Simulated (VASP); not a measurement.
Here is the system:

```xyz
2
Lattice="2.8682 0.0000 0.0000 0.0000 2.8682 0.0000 0.0000 0.0000 2.8682" Properties=species:S:1:pos:R:3 pbc="T T T"
Al     1.4341     1.4341     1.4341
Fe     0.0000     0.0000     0.0000
```

These are LDA (Ceperley-Alder, Perdew-Zunger), VASP's LDA PAW potentials (set 64) (plane waves; VASP) values and carry that method's errors. Settings: 520 eV cut-off, 13×13×13 Γ-centred mesh, first-order Methfessel-Paxton smearing of 0.10 eV, potentials Al Fe.

Q: Give the stress tensor in GPa (positive for a compressed cell).

A: 
```
-10.63    0.00    0.00
  0.00  -10.63    0.00
  0.00    0.00  -10.63
```
The pressure is its mean diagonal, -10.63 GPa.

The compound is FeAl in the CsCl type structure. This cell is one point of a volume scan, at 1.06 of the reference volume. The run is not spin-polarised, so no magnetic state was tried. The electron count is odd and the run is not spin-polarised, which forces a metal.
